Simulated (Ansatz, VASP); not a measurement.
# VIBr (1T-VBrI monolayer): VASP beside Ansatz, part 2 of 2

One calculation is typed for both programs; each brings its own data sets. How far apart do they land? Of the first pair: The structure shown is the start of the Ansatz relaxation below; VASP solves that cell, so the two are compared at the walk's first step.

VASP 6.6.1 and Ansatz 0.2.0.

So far: The structure; Ansatz: relaxation, PBE with D3(BJ).

### 3. VASP: single point, PBE with D3(BJ), start cell, pair 1

Level of this step: PBE with D3(BJ), spin-polarised from a ferromagnetic start; plane waves and PAW (I, V_sv, Br) (VASP).

The same cell, functional, mesh and smearing now go to VASP, with its own data sets.

Lines of VASP's logs that name or quote its potential files are left out, and so is its time.

INCAR reads:

```
SYSTEM = VIBr
PREC = Accurate
ENCUT = 400
EDIFF = 1E-06
NELM = 200
ISMEAR = -1
SIGMA = 0.05
LREAL = .FALSE.
ALGO = Normal
GGA = PE
IVDW = 12
NBANDS = 23
ISPIN = 2
MAGMOM = -0.03 2.55 -0.01
LASPH = .TRUE.
LMAXMIX = 4
LORBIT = 11
LWAVE = .FALSE.
LCHARG = .FALSE.
ISIF = 2
LDIPOL = .TRUE.
IDIPOL = 3
DIPOL = 0.5 0.5 0.502
LVHAR = .TRUE.
GGA_COMPAT = .FALSE.
NELMDL = -8
KPAR = 2
```

POSCAR reads:

```
VIBr
1.0
    3.9076660000      0.0000000000      0.0000000000
   -1.9538330000      3.3841380000      0.0000000000
    0.0000000000      0.0000000000     37.3978810000
I V Br
1 1 1
Direct
    0.6666666667      0.3333333333      0.4572451578
    0.0000000000      0.0000000000      0.5043983374
    0.3333333333      0.6666666667      0.5427548422
```

KPOINTS reads:

```
Automatic mesh
0
Gamma
12 12 1
0 0 0
```

Potentials, in the order of the species: I, V_sv and Br (PBE family, release 64).

Command:

```console
mpirun -np 2 vasp_std
```

Numbers of over 12 decimals in the logs are rounded to 6 here.

Log:

```text
[banner, memory and clock lines left out]
running    2 mpi-ranks, on    1 nodes
 distrk:  each k-point on    1 cores,    2 groups
 distr:  one band on    1 cores,    1 groups

 POSCAR found type information on POSCAR I V Br
 POSCAR found :  3 types and       3 ions
 LDA part: xc-table for (Slater+PW92), standard interpolation
 POSCAR, INCAR and KPOINTS ok, starting setup
 FFT: planning ... GRIDC
 FFT: planning ... GRID_SOFT
 FFT: planning ... GRID
 WAVECAR not read
 entering main loop
       N       E                     dE             d eps       ncg     rms          rms(c)
DAV:   1     0.143356968782E+03    0.14336E+03   -0.10555E+04  2356   0.645E+02
DAV:   2     0.165401172020E+01   -0.14170E+03   -0.13648E+03  2525   0.174E+02
DAV:   3    -0.135154806552E+02   -0.15169E+02   -0.14915E+02  2134   0.492E+01
DAV:   4    -0.139736668233E+02   -0.45819E+00   -0.45638E+00  2599   0.967E+00
DAV:   5    -0.139792630566E+02   -0.55962E-02   -0.55948E-02  2284   0.892E-01
DAV:   6    -0.139793538452E+02   -0.90789E-04   -0.90786E-04  2660   0.108E-01
DAV:   7    -0.139793548852E+02   -0.10400E-05   -0.10399E-05  2322   0.977E-03
DAV:   8    -0.139793548952E+02   -0.10008E-07   -0.98114E-08  1835   0.104E-03    0.960E+00
DAV:   9    -0.138958571270E+02    0.83498E-01   -0.47201E+00  1972   0.149E+01    0.536E+00
DAV:  10    -0.139878809796E+02   -0.92024E-01   -0.88781E-01  2118   0.706E+00    0.312E+00
DAV:  11    -0.138928723784E+02    0.95009E-01   -0.13105E-01  2051   0.206E+00    0.135E+00
DAV:  12    -0.137943111718E+02    0.98561E-01   -0.45972E-02  2297   0.150E+00    0.522E-01
DAV:  13    -0.137798265266E+02    0.14485E-01   -0.52931E-03  2350   0.381E-01    0.309E-01
DAV:  14    -0.137863411026E+02   -0.65146E-02   -0.19458E-03  2025   0.197E-01    0.249E-01
[...]
DAV:  27    -0.140502611132E+02   -0.15324E-02   -0.14115E-06  1852   0.524E-03    0.442E-03
DAV:  28    -0.140510161475E+02   -0.75503E-03   -0.13849E-06  1937   0.420E-03    0.195E-03
DAV:  29    -0.140511360912E+02   -0.11994E-03   -0.26521E-07  1835   0.214E-03    0.113E-03
DAV:  30    -0.140512108183E+02   -0.74727E-04   -0.40230E-07  1715   0.180E-03    0.552E-04
DAV:  31    -0.140512253126E+02   -0.14494E-04   -0.91133E-08  1784   0.994E-04    0.417E-04
DAV:  32    -0.140512312176E+02   -0.59049E-05   -0.26149E-08  1674   0.522E-04    0.267E-04
DAV:  33    -0.140512389475E+02   -0.77300E-05   -0.14563E-07  1711   0.808E-04    0.180E-04
DAV:  34    -0.140512397930E+02   -0.84552E-06   -0.67471E-09  1668   0.287E-04
   1 F= -.14796558E+02 E0= -.14796555E+02  d E =-.439699E-05  mag=     3.0000
```

Parts of OUTCAR (step 3):

```text
ion  position               nearest neighbor table
   1  0.667  0.333  0.457-   2 2.86   2 2.86   2 2.86
   2  0.000  0.000  0.504-   3 2.67   3 2.67   3 2.67   1 2.86   1 2.86   1 2.86
   3  0.333  0.667  0.543-   2 2.67   2 2.67   2 2.67

  LATTYP: Found a hexagonal cell.
 ALAT       =     3.9076660000
 C/A-ratio  =     9.5703883085

 Subroutine GETGRP returns: Found  6 space group operations
 (whereof  6 operations were pure point group operations)

The static configuration has the point symmetry C_3v.

 Found     19 irreducible k-points:

   k-points           NKPTS =     19   k-points in BZ     NKDIM =     19   number of bands    NBANDS=     23

   dimension x,y,z NGX =    28 NGY =   28 NGZ =  250
   dimension x,y,z NGXF=    56 NGYF=   56 NGZF=  500

   ENCUT  =  400.0 eV  29.40 Ry    5.42 a.u.   6.37  6.37 60.99*2*pi/ulx,y,z

   NELECT =      27.0000    total number of electrons

 k-points in reciprocal lattice and weights: Automatic mesh
   0.00000000  0.00000000  0.00000000       0.007
   0.08333333  0.00000000  0.00000000       0.042
   0.16666667 -0.00000000  0.00000000       0.042
   0.25000000 -0.00000000  0.00000000       0.042
   0.33333333  0.00000000  0.00000000       0.042
   0.41666667 -0.00000000  0.00000000       0.042
   0.50000000 -0.00000000  0.00000000       0.021
   0.08333333  0.08333333  0.00000000       0.042
   0.16666667  0.08333333  0.00000000       0.083
[...]
0.33333333  0.25000000  0.00000000       0.083
   0.33333333  0.33333333  0.00000000       0.014

 dipolmoment           0.000000      0.000000      0.017501 electrons x Angstroem

 average (electrostatic) potential at core
       1 -99.4509       2 -82.6026       3 -69.5657

 E-fermi :  -2.3301

 spin component 1
 k-point     1 :       0.0000    0.0000    0.0000
  band No.  band energies     occupation
    ...
     11      -4.6384      1.00000
     12      -4.6384      1.00000
     13      -3.4970      1.00000
     14      -3.4970      1.00000
     15      -3.3294      1.00000
     16      -1.3750      0.00000
     17      -1.3750      0.00000
     18      -0.2794      0.00000
     19       0.9146      0.00000
     20       1.2978      0.00000
    ...

 k-point     2 :       0.0833    0.0000    0.0000
  band No.  band energies     occupation
    ...
     11      -5.0305      1.00000
     12      -4.7614      1.00000
     13      -3.4830      1.00000
     14      -3.4050      1.00000
     15      -3.2291      1.00000
     16      -1.5495      0.00000
     17      -1.4002      0.00000
     18      -0.0240      0.00000
     19       1.1129      0.00000
     20       1.4992      0.00000
    ...

 k-point     3 :       0.1667   -0.0000    0.0000
  band No.  band energies     occupation
    ...
     11      -5.5997      1.00000
     12      -5.0191      1.00000
     13      -3.5421      1.00000
     14      -3.2391      1.00000
     15      -3.0784      1.00000
     16      -1.7554      0.00001
     17      -1.4419      0.00000
     18       0.5524      0.00000
     19       1.3986      0.00000
     20       1.8455      0.00000
    ...

 k-point     4 :       0.2500   -0.0000    0.0000
  band No.  band energies     occupation
    ...
     11      -5.7357      1.00000
     12      -5.2793      1.00000
     13      -3.6368      1.00000
     14      -3.1138      1.00000
     15      -2.9916      1.00000
     16      -1.7328      0.00001
     17      -1.4508      0.00000
     18       1.1345      0.00000
     19       1.4459      0.00000
     20       2.0248      0.00000
    ...

 k-point     5 :       0.3333    0.0000    0.0000
  band No.  band energies     occupation
    ...
     11      -5.9207      1.00000
     12      -5.4828      1.00000
     13      -3.7223      1.00000
     14      -3.0453      1.00000
     15      -2.9510      1.00000
     16      -1.5322      0.00000
     17      -1.4250      0.00000
     18       0.9331      0.00000
     19       1.4909      0.00000
     20       2.2765      0.00000
    ...

 k-point     6 :       0.4167   -0.0000    0.0000
  band No.  band energies     occupation
    ...
     11      -6.1142      1.00000
     12      -5.6083      1.00000
     13      -3.7770      1.00000
     14      -3.0124      1.00000
     15      -2.9476      1.00000
     16      -1.3944      0.00000
     17      -1.3064      0.00000
     18       0.5740      0.00000
     19       1.3281      0.00000
     20       2.6490      0.00000
    ...

 Edisp (eV)   -0.74532

  Total      -0.72487    -0.72487    -1.46217    -0.00000     0.00000    -0.00000
  in kB      -2.34833    -2.34833    -4.73692    -0.00000     0.00000    -0.00000
  external pressure =       -3.14 kB  Pullay stress =        0.00 kB

  energy-cutoff  :      400.00
  volume of cell :      494.55
      direct lattice vectors                 reciprocal lattice vectors
     3.907666000  0.000000000  0.000000000     0.255907235  0.147748112  0.000000000
    -1.953833000  3.384138000  0.000000000     0.000000000  0.295496224  0.000000000
     0.000000000  0.000000000 37.397881000     0.000000000  0.000000000  0.026739483

 POSITION                                       TOTAL-FORCE (eV/Angst)
 -----------------------------------------------------------------------------------
      1.95383      1.12805     17.10000         0.000000      0.000000      0.533029
      0.00000      0.00000     18.86343        -0.000000     -0.000000     -0.281568
     -0.00000      2.25609     20.29788         0.000000      0.000000     -0.251462
 -----------------------------------------------------------------------------------
    total drift:                                0.000000     -0.000000     -0.003040

  FREE ENERGIE OF THE ION-ELECTRON SYSTEM (eV)
  ---------------------------------------------------
  free  energy   TOTEN  =       -14.7965575161 eV

  energy  without entropy=      -14.7965531192  energy(sigma->0) =      -14.79655532

 vacuum level on the upper side and lower side of the slab         1.700         1.460

 total charge
# of ion       s       p       d       tot
------------------------------------------
    1        1.506   2.799   0.023   4.329
    2        2.152   6.087   3.086  11.324
    3        1.606   3.250   0.022   4.879
--------------------------------------------------
tot          5.265  12.137   3.131  20.532

 magnetization (x)
# of ion       s       p       d       tot
------------------------------------------
    1       -0.002  -0.049   0.009  -0.042
    2        0.029   0.019   2.600   2.648
    3       -0.002  -0.036   0.012  -0.025
--------------------------------------------------
tot          0.025  -0.066   2.621   2.581

[... 6 further parts left out ...]
```

The cell holds one magnetic atom, so no antiferromagnetic order fits into it.

### 4. Differences

Known differences besides the potentials themselves: VASP starts from the moments at which Ansatz ended; Ansatz cuts the interaction across the vacuum, VASP repeats the sheet with a dipole correction; the data sets hold 37 valence electrons in Ansatz (on its default PAW (the set named soft_2) files) and 27 in VASP; the cutoff is 420 eV in Ansatz and 400 eV in VASP. Total energies have different zeros and are not compared.

Forces (eV/Å; atoms numbered as in POSCAR):

```csv
atom,"Ansatz x, y, z","VASP x, y, z"
I1,"0.000, 0.000, 0.535","0.000, 0.000, 0.533"
V2,"0.000, 0.000, -0.274","0.000, 0.000, -0.282"
Br3,"0.000, 0.000, -0.261","0.000, 0.000, -0.251"
```

The forces differ by 4.0 meV/Å r.m.s., which is 1.8 % of the r.m.s. force of 0.218 eV/Å (both taken over all components). Moments aren't recorded for both runs of this pair, so they may hold unlike magnetic states. With vacuum in the cell, a pressure given here is an average over mostly empty space and none of the material.

### 5. Ansatz: relaxation, PBE with D3(BJ)

This run makes the geometry at which the two programs are then compared.

The structure compared here is the end of the Ansatz relaxation.

input.yaml reads:

```yaml
crystal:
  lattice:
    - [3.9076655, 0.0, 0.0]
    - [-1.95383275, 3.3841375925, 0.0]
    - [0.0, 0.0, 37.3978810867]
  atoms:
    - { symbol: I, position: [0.6666666667, 0.3333333333, 0.4572451568] }
    - { symbol: V, position: [0.0, 0.0, 0.5043983402], spin: 1.0 }
    - { symbol: Br, position: [0.3333333333, 0.6666666667, 0.5427548432] }
  periodic: [true, true, false]
magnetization:
  spin_polarized: true
kpoints:
  mp_grid: { grid: [12, 12, 1] }
hamiltonian:
  xc: pbe
  dispersion: d3bj
scf:
  occupations: { method: fermi_dirac, width: 0.05 }
  convergence: { dr2_threshold: 1.0e-09 }
relax:
  f_tol: 0.004
  max_steps: 90
  cell: {}
output:
  write_potential: true
  write_density: true
  volumetric_format: npy
```

Command:

```console
ansatz run input.yaml --threads 2 --pin off --max-ram 3072MiB --backend cpu --events-out ev --progress --plain --runs-dir out
```

Log:

```text
[...]
Crystal: 3 atoms, lattice volume = 494.552 Å³
Basis set: ecut = 420 eV, 9797 PW (Γ), exchange–correlation on 54×54×500 points (8 copies of the dense FFT grid, shifted against one another)
Bands: 23, of which v1, the nominal top of the filled ones, is band 19 counted from 1 (18 counted from 0)
[...]
--- Relaxed structure (6 steps of the walk, 6 accepted, 1 SCFs on fresh bases) ---
[...]
cell:  # Å, volume = 497.1982 Å³
    - [3.918104, 0, 0]
    - [-1.959052, 3.393178, 0]
    - [0, 0, 37.3978810867]
  atoms:
    - { symbol: I, position: [0.666667, 0.333333, 0.459721] }
    - { symbol: V, position: [-1.3910308070468896e-18, 0, 0.503613] }
    - { symbol: Br, position: [0.333333, 0.666667, 0.541064] }
[key lines of the parts left out:]
SCF converged after 7 iterations
Magnetization: 3.0000 μB (20.0000 up, 17.0000 down)
Free energy (F): -13211.165471 eV
Fermi energy:    -3.834607 eV
P = ½ c Tr σ = 0.0078 N/m
```

### 6. VASP: single point, PBE with D3(BJ), relaxed cell, pair 2

The same cell, functional, mesh and smearing now go to VASP, with its own data sets.

Edit INCAR of step 3 so:

```diff
@@ -22,3 +22,3 @@
 IDIPOL = 3
-DIPOL = 0.5 0.5 0.502
+DIPOL = 0.5 0.5 0.501
 LVHAR = .TRUE.
```

POSCAR reads:

```
VIBr
1.0
    3.9181041018      0.0000000000      0.0000000000
   -1.9590520509      3.3931776868      0.0000000000
    0.0000000000      0.0000000000     37.3978810867
I V Br
1 1 1
Direct
    0.6666666667      0.3333333333      0.4597214892
    0.0000000000      0.0000000000      0.5036128366
    0.3333333333      0.6666666667      0.5410640143
```

KPOINTS is that of step 3.

Command:

```console
mpirun -np 2 vasp_std
```

Log:

```text
[... set-up lines as in an earlier step ...]
 entering main loop
       N       E                     dE             d eps       ncg     rms          rms(c)
DAV:   1     0.144680353907E+03    0.14468E+03   -0.10501E+04  2356   0.642E+02
DAV:   2     0.207828526886E+01   -0.14260E+03   -0.13713E+03  2483   0.175E+02
DAV:   3    -0.135383142418E+02   -0.15617E+02   -0.15355E+02  2185   0.499E+01
DAV:   4    -0.139839211920E+02   -0.44561E+00   -0.44450E+00  2561   0.966E+00
[...]
DAV:  34    -0.140785618429E+02   -0.17675E-05   -0.11020E-08  1542   0.350E-04    0.105E-04
DAV:  35    -0.140785632665E+02   -0.14236E-05   -0.13087E-08  1473   0.372E-04    0.583E-05
DAV:  36    -0.140785634230E+02   -0.15653E-06   -0.69530E-09  1631   0.266E-04
   1 F= -.14832533E+02 E0= -.14832532E+02  d E =-.230945E-05  mag=     3.0000
```

Parts of OUTCAR (step 6):

```text
 Edisp (eV)   -0.75397

  Total      -0.13264    -0.13264    -0.14430     0.00000     0.00000     0.00000
  in kB      -0.42741    -0.42741    -0.46500     0.00000     0.00000     0.00000
  external pressure =       -0.44 kB  Pullay stress =        0.00 kB

 POSITION                                       TOTAL-FORCE (eV/Angst)
 -----------------------------------------------------------------------------------
      1.95905      1.13106     17.19261        -0.000000     -0.000000     -0.004185
      0.00000      0.00000     18.83405         0.000000      0.000000     -0.003896
     -0.00000      2.26212     20.23465         0.000000      0.000000      0.008082
 -----------------------------------------------------------------------------------
    total drift:                               -0.000000     -0.000000      0.003011

  FREE ENERGIE OF THE ION-ELECTRON SYSTEM (eV)
  ---------------------------------------------------
  free  energy   TOTEN  =       -14.8325328356 eV

  energy  without entropy=      -14.8325305262  energy(sigma->0) =      -14.83253168

 magnetization (x)
# of ion       s       p       d       tot
------------------------------------------
    1       -0.002  -0.052   0.013  -0.041
    2        0.032   0.021   2.586   2.638
    3       -0.002  -0.032   0.013  -0.021
--------------------------------------------------
tot          0.027  -0.063   2.611   2.575

[... 1 part as in an earlier step ...]

[... 2 further parts left out ...]
[key lines of the parts left out:]
E-fermi :  -2.2691
```

### 7. Comparison

What differs besides the data sets and the points named for the pairs above, as far as they apply: the data sets hold 37 valence electrons in Ansatz (on its default PAW (the set named soft_2) files) and 27 in VASP; site moments are counted in spheres of each program's own size. Total energies have different zeros and are not compared.

The two programs side by side:

```csv
quantity,Ansatz,VASP,difference
total moment (μB),3.00,3.00,0.00
moment on V2 (μB),2.55,2.64,-0.09
```

At this near-relaxed geometry the largest component of a force difference is 8 meV/Å. With vacuum in the cell, a pressure given here is an average over mostly empty space and none of the material.

### 8. Summary of results

| Item | Value |
| --- | --- |
| r.m.s. force difference (single point, PBE with D3(BJ), start cell, pair 1) | 1.8 % of the r.m.s. force |
| difference in total moment (single point, PBE with D3(BJ), relaxed cell, pair 2) | 0 μB |

In words: The r.m.s. force difference is 1.8 % of the r.m.s. force (single point, PBE with D3(BJ), start cell, pair 1), within the 3 % picked in this series as the mark of a large difference. The data sets hold unlike numbers of valence electrons (37 in Ansatz and 27 in VASP), so part of the differences comes from the potentials. Such differences can come from data sets, numerical settings and the points named under the comparisons, not from the functional's error against experiment.

[Lines on the potential files, build, host, timing and source positions are cut from VASP's logs without a mark.]

[Logs are printed without paths, hosts, clocks, repeated set-up lines and the standing remarks that a program may print on its own settings, such as how far it seeks lower states.]

[Hosts, paths, dates, database ids (printed as entryN), source tags and the programs' standing remarks are cut or masked in the printed files.]
